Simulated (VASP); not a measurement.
Write the native input for VASP 6.6.1 that does the following.

```yaml
Task: relaxation of cell and atoms
Functional: PBE
Potentials_or_basis: VASP PAW PBE potentials, release 64 (Zn, B)
Cutoff: 600 eV
k_mesh: 16 × 16 × 16
Occupations: gaussian, width 0.1 eV
Spin: no spin polarisation
Dipole_correction: no
Further_INCAR_settings: ALGO = Normal; EDIFF = 1e-06; IBRION = 2; EDIFFG = -0.01; NSW = 100; ISIF = 3
```

The structure of ZnB2 lies in POSCAR:

```
ZnB2
1.0
    0.0000000000      2.4058644700      2.4058644700
    2.4058644700      0.0000000000      2.4058644700
    2.4058644700      2.4058644700      0.0000000000
Zn B
1 2
Direct
    0.0000000000      0.0000000000      0.0000000000
    0.2500000000      0.2500000000      0.2500000000
    0.5000000000      0.5000000000      0.5000000000
```

The cell was built by a generator and needn't be a form met in nature.

The cell isn't the ideal one: species swapped into the Cu2Se type (F-43m, No. 216).

One way to write it, as run:

INCAR

```
SYSTEM = ZnB2
ALGO     = Normal         ! electronic algorithm
EDIFF    = 1E-6           ! SCF threshold, eV
EDIFFG   = -0.01          ! ionic threshold
ENCUT    = 600            ! plane-wave cutoff, eV
GGA      = PE             ! functional
IBRION   = 2              ! ionic algorithm
ISIF     = 3              ! what is computed and relaxed
ISMEAR   = 0              ! smearing method
LASPH    = .True.         ! aspherical terms in the spheres
LCHARG   = .False.        ! write CHGCAR
LREAL    = .False.        ! projectors in reciprocal space
LWAVE    = .False.        ! write WAVECAR
NELM     = 60             ! most SCF steps
NSW      = 100            ! ionic steps
PREC     = Accurate       ! precision mode
SIGMA    = 0.1            ! smearing width, eV
```

KPOINTS

```
k-points
0
Gamma
  16 16 16
  0 0 0
```

Potentials or basis: VASP PAW PBE potentials, release 64 (Zn, B).

Run with:

```bash
$ cat potpaw_PBE.64/Zn/POTCAR potpaw_PBE.64/B/POTCAR > POTCAR
$ mpirun -np 1 vasp_std > vasp.out
```

Results of the run:

| Item | Value |
| --- | --- |
| Relaxed volume | 9.17 Å³/atom |
| Relaxed cell | a = 3.388 Å, b = 3.388 Å, c = 3.388 Å, α = 60.00°, β = 60.00°, γ = 60.00° |
| Space group after relaxing (to 0.05 Å) | F-43m (No. 216) |
| Energy gained by relaxing | 0.8 meV/atom |
| Ionic steps | 3 |
| Pressure after relaxing | 0.0 GPa |
| Band gap on the k mesh | none (metal or under the smearing width) |

Run time: 110 s on 1 thread of Intel(R) Xeon(R) Platinum 8259CL CPU @ 2.50GHz (Skylake/Cascade Lake), on a shared host, peak memory 0.21 GiB.
